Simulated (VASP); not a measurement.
# SrB3 (Pm-3m) in VASP: further runs, part 2 of 2

VASP 6.6.1. Earlier steps stand in the parts before.

**3. Relaxation of cell and atoms, PBE (species swapped into the Be3Tc type (Pm-3m, No. 221))**

File INCAR:

```
PREC = Accurate
ENCUT = 600
EDIFF = 1E-6
ISMEAR = 0
SIGMA = 0.1
LREAL = False
LASPH = True
NELM = 100
ALGO = Normal
ISIF = 3
LWAVE = False
LCHARG = False
GGA = PE
IBRION = 2
NSW = 100
EDIFFG = -0.01
```

File KPOINTS:

```
Automatic mesh
0
Gamma
  12 12 12
```

File POSCAR:

```
SrB3
1.0
    3.8317878373      0.0000000000      0.0000000000
    0.0000000000      3.8317878373      0.0000000000
    0.0000000000      0.0000000000      3.8317878373
Sr B
1 3
Direct
    0.0000000000      0.0000000000      0.0000000000
    0.0000000000      0.5000000000      0.5000000000
    0.5000000000      0.0000000000      0.5000000000
    0.5000000000      0.5000000000      0.0000000000
```

Potentials or basis: VASP PAW PBE potentials, release 64 (Sr_sv, B).

Run with:

```
cat potpaw_PBE.64/Sr_sv/POTCAR potpaw_PBE.64/B/POTCAR > POTCAR
mpirun -np 1 vasp_std > vasp.out
```

OUTCAR:

```text
PREC = Accurate
   ENCUT = 600
   EDIFF = 1E-6
   ISMEAR = 0
   LREAL = False
   LASPH = True
   NELM = 100
   ISIF = 3
   GGA = PE
   IBRION = 2
   NSW = 100
   EDIFFG = -0.01

 ion  position               nearest neighbor table
   1  0.000  0.000  0.000-   2 2.71   3 2.71   4 2.71   2 2.71   3 2.71   2 2.71   4 2.71   2 2.71
                             3 2.71   4 2.71   3 2.71   4 2.71
   2  0.000  0.500  0.500-   1 2.71   1 2.71   1 2.71   1 2.71
   3  0.500  0.000  0.500-   1 2.71   1 2.71   1 2.71   1 2.71
   4  0.500  0.500  0.000-   1 2.71   1 2.71   1 2.71   1 2.71

  LATTYP: Found a simple cubic cell.
 ALAT       =     3.8317878373

  Lattice vectors:

 A1 = (   3.8317878373,   0.0000000000,   0.0000000000)
 A2 = (   0.0000000000,   3.8317878373,   0.0000000000)
 A3 = (   0.0000000000,   0.0000000000,   3.8317878373)

Analysis of symmetry for initial positions (statically):
=====================================================================
 Subroutine PRICEL returns:
 Original cell was already a primitive cell.

 Routine SETGRP: Setting up the symmetry group for a
 simple cubic supercell.

 Subroutine GETGRP returns: Found 48 space group operations
 (whereof 48 operations were pure point group operations)
 out of a pool of 48 trial point group operations.

The static configuration has the point symmetry O_h .

Analysis of symmetry for dynamics (positions and initial velocities):
=====================================================================
 Subroutine PRICEL returns:
 Original cell was already a primitive cell.

 Routine SETGRP: Setting up the symmetry group for a
 simple cubic supercell.

 Subroutine GETGRP returns: Found 48 space group operations
 (whereof 48 operations were pure point group operations)
 out of a pool of 48 trial point group operations.

The dynamic configuration has the point symmetry O_h .

 Subroutine INISYM returns: Found 48 space group operations
 (whereof 48 operations are pure point group operations),
 and found     1 'primitive' translations

----------------------------------------------------------------------------------------

                                     Primitive cell

  volume of cell :      56.2606

  direct lattice vectors                    reciprocal lattice vectors
     3.831787837  0.000000000  0.000000000     0.260974783  0.000000000  0.000000000
     0.000000000  3.831787837  0.000000000     0.000000000  0.260974783  0.000000000
     0.000000000  0.000000000  3.831787837     0.000000000  0.000000000  0.260974783

  length of vectors
     3.831787837  3.831787837  3.831787837     0.260974783  0.260974783  0.260974783

  position of ions in fractional coordinates (direct lattice)
     0.000000000  0.000000000  0.000000000
     0.000000000  0.500000000  0.500000000
     0.500000000  0.000000000  0.500000000
     0.500000000  0.500000000  0.000000000

  ion indices of the primitive-cell ions
   primitive index   ion index
                 1           1
                 2           2
                 3           3
                 4           4

[... 59 lines left out ...]
   NGX,Y,Z   is equivalent  to a cutoff of  13.88, 13.88, 13.88 a.u.
   NGXF,Y,Z  is equivalent  to a cutoff of  27.77, 27.77, 27.77 a.u.
 SYSTEM =  unknown system
   PREC   = accura    normal or accurate (medium, high low for compatibility)
   ISTART =      0    job   : 0-new  1-cont  2-samecut
   ICHARG =      2    charge: 1-file 2-atom 10-const
   ISPIN  =      1    spin polarized calculation?
   LNONCOLLINEAR =      F non collinear calculations
   LSORBIT =      F    spin-orbit coupling
   LASPH  =      T    aspherical Exc in radial PAW
   ENCUT  =  600.0 eV  44.10 Ry    6.64 a.u.   7.65  7.65  7.65*2*pi/ulx,y,z
   NELM   =    100;   NELMIN=  2; NELMDL= -5     # of ELM steps
   EDIFF  = 0.1E-05   stopping-criterion for ELM
   LREAL  =      F    real-space projection
   EDIFFG = -.1E-01   stopping-criterion for IOM
   NSW    =    100    number of steps for IOM
   IBRION =      2    ionic relax: 0-MD 1-quasi-New 2-CG
   NFREE  =      1    steps in history (QN), initial steepest desc. (CG)
   ISIF   =      3    stress and relaxation
   ISYM   =      2    0-nonsym 1-usesym 2-fastsym
   POTIM  = 0.5000    time-step for ionic-motion
   TEBEG  =    0.0;   TEEND  =   0.0 temperature during run
   PSTRESS=    0.0 pullay stress
   NELECT =      19.0000    total number of electrons
   NUPDOWN=      -1.0000    fix difference up-down
   EMIN   =  10.00;   EMAX   =-10.00  energy-range for DOS
   EFERMI =   0.00;   METHOD = LEGACY
   ISMEAR =     0;   SIGMA  =   0.10  broadening in eV -4-tet -1-fermi 0-gaus
   EFERMI_NEDOS =   21; number of points for ismear=-14 and -15
   IALGO  =     38    algorithm
   IMIX   =      4    mixing-type and parameters
     AMIX     =   0.40;   BMIX     =  1.00
     AMIX_MAG =   1.60;   BMIX_MAG =  1.00
  volume/ion in A,a.u.               =      14.07        94.92
  Fermi-wavevector in a.u.,A,eV,Ry     =   1.140052  2.154385 17.683738  1.299718
  Thomas-Fermi vector in A             =   2.276754
   LORBIT       =      0    0 simple, 1 ext, 2 COOP (PROOUT), +10 PAW based schemes
   GGA     = PE    functional components
   LHFCALC =     F    Hartree Fock is set to
   AEXX    =    0.0000 exact exchange contribution
   IVDW    =     0    specifies the selected vdW correction
   LEPSILON=     F    determine dielectric tensor
   LRPA    =     F    only Hartree local field effects (RPA)
 conjugate gradient relaxation of ions
 non-spin polarized calculation
 Gauss-broadening in eV      SIGMA  =   0.10
  energy-cutoff  :      600.00
  volume of cell :       56.26
 maximum number of plane-waves:      1924
 NGX is ok and might be reduce to    32
   NGX = 15   NGY = 15   NGZ = 15

--------------------------------------- Ionic step        1  -------------------------------------------

 number of electron      19.0000001 magnetization

 Free energy of the ion-electron system (eV)
  ---------------------------------------------------
  ext. energy  EPLUGINS =         0.00000000
  ---------------------------------------------------
  free energy    TOTEN  =       -13.87601586 eV

  energy without entropy =      -13.86850278  energy(sigma->0) =      -13.87225932

------------------------ aborting loop because EDIFF is reached ----------------------------------------

  FORCE on cell =-STRESS in cart. coord.  units (eV):
  Direction    XX          YY          ZZ          XY          YZ          ZX
  --------------------------------------------------------------------------------------
  -------------------------------------------------------------------------------------
  Total        0.3234351      0.3234351      0.3234351     -0.0000000      0.0000000     -0.0000000
  in kB        9.2107158      9.2107158      9.2107158     -0.0000000      0.0000000     -0.0000000
  external PRESSURE =       9.2107158 kB  Pullay stress =       0.0000000 kB
[... 63 lines left out ...]
--------------------------------------- Ionic step        3  -------------------------------------------

 number of electron      19.0000001 magnetization

 Free energy of the ion-electron system (eV)
  ---------------------------------------------------
  ext. energy  EPLUGINS =         0.00000000
  ---------------------------------------------------
  free energy    TOTEN  =       -13.87822068 eV

  energy without entropy =      -13.87044865  energy(sigma->0) =      -13.87433467

 E-fermi :   3.1022     XC(G=0): -10.4565

 val. band max:        3.0900882841   @ k =   0.3333   0.3333   0.1667
 cond. band min:       3.1225851560   @ k =   0.3333   0.1667   0.0000
 fundamental gap:      0.0324968719
 Fermi energy:         3.1021501137

 k-point     1 :       0.0000    0.0000    0.0000
  band No.  band energies     occupation
      1     -29.5810      2.00000
      2     -11.8112      2.00000
      3     -11.8112      2.00000
      4     -11.8112      2.00000
      5      -6.1416      2.00000
      6       0.1829      2.00000
      7       0.1829      2.00000
      8       2.2062      2.00000
      9       2.2062      2.00000
     10       2.2062      2.00000
     11       6.1195      0.00000
     12       6.1195      0.00000
     13       6.1195      0.00000
[... 354 lines left out ...]
  band No.  band energies     occupation
      1     -29.5325      2.00000
      2     -12.3052      2.00000
      3     -12.1752      2.00000
      4     -11.6805      2.00000
      5      -3.7138      2.00000
      6      -2.0179      2.00000
      7      -1.1234      2.00000
      8       1.2366      2.00000
      9       2.6687      2.00000
     10       3.6248      0.00000
     11       4.1234      0.00000
     12       5.6314      0.00000
     13       5.9400      0.00000

 [... further k-points ...]
[... 5 lines left out ...]
  --------------------------------------------------------------------------------------
  -------------------------------------------------------------------------------------
  Total        0.0060232      0.0060232      0.0060232      0.0000000      0.0000000     -0.0000000
  in kB        0.1692306      0.1692306      0.1692306      0.0000000      0.0000000     -0.0000000
  external PRESSURE =       0.1692306 kB  Pullay stress =       0.0000000 kB
[... 19 lines left out ...]
  FREE ENERGIE OF THE ION-ELECTRON SYSTEM (eV)
  ---------------------------------------------------
  free  energy   TOTEN  =       -13.8782206754 eV

  energy  without entropy=      -13.8704486548  energy(sigma->0) =      -13.87433467

 reached required accuracy - stopping structural energy minimisation
```

It took 42 s on 1 thread of Intel Xeon 6975P-C (Granite Rapids), shared host; peak memory 0.24 GiB.

What came out:

- Free energy: -13.8782 eV
- Relaxed volume: 14.26 Å³/atom
- Relaxed cell: a = 3.849 Å, b = 3.849 Å, c = 3.849 Å, α = 90.00°, β = 90.00°, γ = 90.00°
- Space group after relaxing (to 0.05 Å): Pm-3m (No. 221)
- Energy gained by relaxing: 0.6 meV/atom
- Ionic steps: 3
- Pressure after relaxing: 0.0 GPa
- Band gap on the k mesh: none (metal or under the smearing width)

The path:
```tsv
step	energy change (eV)	largest force (eV/Å)	pressure (GPa)	volume (Å³)
1	0.0000	0.0000	0.92	56.26
2	-0.0022	0.0000	0.12	56.92
3	-0.0022	0.0000	0.02	57.02
```

Final structure:
```cif
data_structure
_symmetry_space_group_name_H-M 'P 1'
_symmetry_Int_Tables_number 1
_cell_length_a 3.8490
_cell_length_b 3.8490
_cell_length_c 3.8490
_cell_angle_alpha 90.000
_cell_angle_beta 90.000
_cell_angle_gamma 90.000
_cell_volume 57.02
loop_
_atom_site_label
_atom_site_type_symbol
_atom_site_fract_x
_atom_site_fract_y
_atom_site_fract_z
_atom_site_occupancy
Sr1 Sr 0.00000 0.00000 0.00000 1
B1 B 0.00000 0.50000 0.50000 1
B2 B 0.50000 0.00000 0.50000 1
B3 B 0.50000 0.50000 0.00000 1
```

**4. Single point, PBE (species swapped into the Be3Tc type (Pm-3m, No. 221))**

File INCAR:

```
SYSTEM = SrB3
ALGO = Normal ; EDIFF = 1E-6
ENCUT = 520 ; GGA = PE
ISIF = 2 ; ISMEAR = 0
LASPH = .TRUE. ; LCHARG = .FALSE.
LREAL = .FALSE. ; LWAVE = .FALSE.
NBANDS = 18 ; NELM = 100
PREC = Accurate ; SIGMA = 0.1
```

File KPOINTS:

```
k-points
0
G
  4 4 4
  0 0 0
```

POSCAR is that of step 3.

Run with:

```
cat potpaw_PBE.64/Sr_sv/POTCAR potpaw_PBE.64/B/POTCAR > POTCAR
mpirun -np 1 vasp_std > vasp.out
```

It took 4.4 s on 1 thread of Intel Xeon 6975P-C (Granite Rapids), shared host; peak memory 0.15 GiB.

Results (log left out):

```yaml
Free_energy: -13.9015 eV
Pressure: 0.3 GPa
Band_gap_on_the_k_mesh: none (metal or under the smearing width)
```

Levels at points of the mesh, in eV from the Fermi level:
| k point | band 7 | band 8 | band 9 | band 10 | band 11 | band 12 | band 13 | band 14 |
| --- | --- | --- | --- | --- | --- | --- | --- | --- |
| (0.00, 0.00, 0.00) | -2.73 | -0.72 | -0.72 | -0.72 | 3.22 | 3.22 | 3.22 | 6.58 |
| (0.50, 0.00, 0.00) | -1.32 | -1.11 | -1.11 | -0.27 | 2.09 | 2.09 | 3.34 | 3.43 |
| (0.50, 0.50, 0.00) | -4.31 | -2.83 | 0.36 | 0.36 | 1.72 | 1.90 | 3.14 | 3.14 |
| (0.50, 0.50, 0.50) | -5.05 | -3.51 | -0.58 | -0.58 | -0.58 | 6.22 | 6.22 | 6.22 |

Caveat: the k mesh is coarse (spacing up to 0.41 Å⁻¹), so the values aren't converged.

**5. Relaxation of cell and atoms, PBE (species swapped into the Be3Tc type (Pm-3m, No. 221))**

File INCAR:

```
PREC = Accurate
ENCUT = 600
EDIFF = 1E-7
ISMEAR = 0
SIGMA = 0.1
LREAL = F
LASPH = T
NELM = 100
ALGO = Normal
ISIF = 3
LWAVE = F
LCHARG = F
GGA = PE
IBRION = 2
NSW = 90
EDIFFG = -0.04
```

File KPOINTS:

```
regular mesh
0
Gamma
  4 4 4
```

File POSCAR:

```
SrB3
1.0
    3.7471407000      0.0000000000      0.0000000000
    0.0000000000      3.7471407000      0.0000000000
    0.0000000000      0.0000000000      3.7471407000
Sr B
1 3
Direct
    0.0000000000      0.0000000000      0.0000000000
    0.0000000000      0.5000000000      0.5000000000
    0.5000000000      0.0000000000      0.5000000000
    0.5000000000      0.5000000000      0.0000000000
```

Run with:

```
cat potpaw_PBE.64/Sr_sv/POTCAR potpaw_PBE.64/B/POTCAR > POTCAR
mpirun -np 1 vasp_std > vasp.out
```

Run time: 8.9 s. Hardware: 1 thread of Intel Xeon 6975P-C (Granite Rapids), shared host; peak memory 0.17 GiB.

It converged, with:

| Property | Result |
| --- | --- |
| Free energy | -13.9015 eV |
| Relaxed volume | 14.10 Å³/atom |
| Relaxed cell | a = 3.835 Å, b = 3.835 Å, c = 3.835 Å, α = 90.00°, β = 90.00°, γ = 90.00° |
| Space group after relaxing (to 0.05 Å) | Pm-3m (No. 221) |
| Energy gained by relaxing | 16.4 meV/atom |
| Ionic steps | 2 |
| Pressure after relaxing | 0.1 GPa |
| Band gap on the k mesh | none (metal or under the smearing width) |

The path:
| step | energy change (eV) | largest force (eV/Å) | pressure (GPa) | volume (Å³) |
| --- | --- | --- | --- | --- |
| 1 | 0.0000 | 0.0000 | 5.91 | 52.61 |
| 2 | -0.0655 | 0.0000 | 0.11 | 56.40 |

Final structure:
```yaml
crystal:
  lattice:
    - [3.83486, 0.00000, 0.00000]
    - [0.00000, 3.83486, 0.00000]
    - [0.00000, 0.00000, 3.83486]
  atoms:
    - { symbol: Sr, position: [0.00000, 0.00000, 0.00000] }
    - { symbol: B, position: [0.00000, 0.50000, 0.50000] }
    - { symbol: B, position: [0.50000, 0.00000, 0.50000] }
    - { symbol: B, position: [0.50000, 0.50000, 0.00000] }
```

Levels at points of the mesh, in eV from the Fermi level:
```
           k point  band 8  band 9  band 10  band 11  band 12  band 13
(0.00, 0.00, 0.00)   -0.72   -0.72    -0.72     3.22     3.22     3.22
(0.50, 0.00, 0.00)   -1.10   -1.10    -0.26     2.08     2.08     3.37
(0.50, 0.50, 0.00)   -2.82    0.37     0.37     1.72     1.90     3.13
(0.50, 0.50, 0.50)   -3.50   -0.59    -0.59    -0.59     6.20     6.20
```

Caveat: the k mesh is coarse (spacing up to 0.42 Å⁻¹), so the values aren't converged.

**6. The runs side by side**

| task | cell | k mesh | cutoff (eV) | mesh quality | gap on the mesh (eV) | pressure (GPa) | relaxed volume (Å³/atom) |
| --- | --- | --- | --- | --- | --- | --- | --- |
| single point | species swapped into the Be3Tc type (Pm-3m, No. 221) | 12 × 12 × 12 | 520 | not flagged | none | 0.2 | - |
| relaxation of cell and atoms | relaxed from: species swapped into the Be3Tc type (Pm-3m, No. 221) | 12 × 12 × 12 | 600 | not flagged | none | 0.0 | 14.26 |
| single point | species swapped into the Be3Tc type (Pm-3m, No. 221) | 4 × 4 × 4 | 520 | coarse | none | 0.3 | - |
| relaxation of cell and atoms | relaxed from: species swapped into the Be3Tc type (Pm-3m, No. 221) | 4 × 4 × 4 | 600 | coarse | none | 0.1 | 14.10 |

Alike in all rows: level PBE; potentials or basis VASP PAW PBE potentials, release 64 (Sr_sv, B); no spin polarisation; smearing gaussian 0.1 eV.

Caveats: some runs use coarse meshes.

Absolute energies hang on the potentials; compare differences alone.
